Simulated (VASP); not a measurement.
```
SnTe
1.0
    0.00000     3.19129     3.19129
    3.19129     0.00000     3.19129
    3.19129     3.19129     0.00000
Sn Te
1 1
Direct
  0.00000   0.00000   0.00000
  0.50000   0.50000   0.50000
```

All values below come from revTPSS meta-GGA, VASP's PBE PAW potentials (set 64) (plane waves; VASP). Run with 520 eV cut-off, 7×7×7 Γ-centred mesh, Gaussian smearing of 0.050 eV, potentials Sn_d Te.

Problem. Estimate the energy per atom (σ→0), pressure.

Solution. 
| Property | Result |
|---|---|
| energy per atom (σ→0) | 14.901 eV/atom |
| pressure | -1.24 GPa |

The compound is SnTe in the rock salt structure, which distorts at low temperature. This cell is one point of a volume scan, at 1.03 of the reference volume.
